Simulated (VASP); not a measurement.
Consider the following.

```
CELL_PARAMETERS angstrom
      3.21792     0.00000     0.00000
      0.00000     3.21792     0.00000
      0.00000     0.00000     3.21792
ATOMIC_POSITIONS crystal
  In 0.50000 0.50000 0.50000
  Pd 0.00000 0.00000 0.00000
```

Computed with LDA (Ceperley-Alder, Perdew-Zunger), VASP's LDA PAW potentials (set 64) (plane waves; VASP 6.6.1). Settings: 500 eV cut-off, 11×11×11 Γ-centred mesh, first-order Methfessel-Paxton smearing of 0.10 eV, potentials In_d Pd.

Unless said otherwise, spin-orbit coupling is left out, though it shifts the bands of the heavy elements here.

Task: What does the run give for the energy per atom (σ→0), band gap (on the k-mesh) with the smallest direct gap where there is one?

Result: 
```
Property                                                     Value
------------------------  ----------------------------------------
band gap (on the k-mesh)  none (metal, semimetal or under 0.01 eV)
energy per atom (σ→0)                               -5.402 eV/atom
```

The absolute energy has meaning only against runs of the same code, potentials and settings.

The compound is PdIn in the CsCl type structure. It was relaxed first. The electron count is odd and the run is not spin-polarised, which forces a metal.
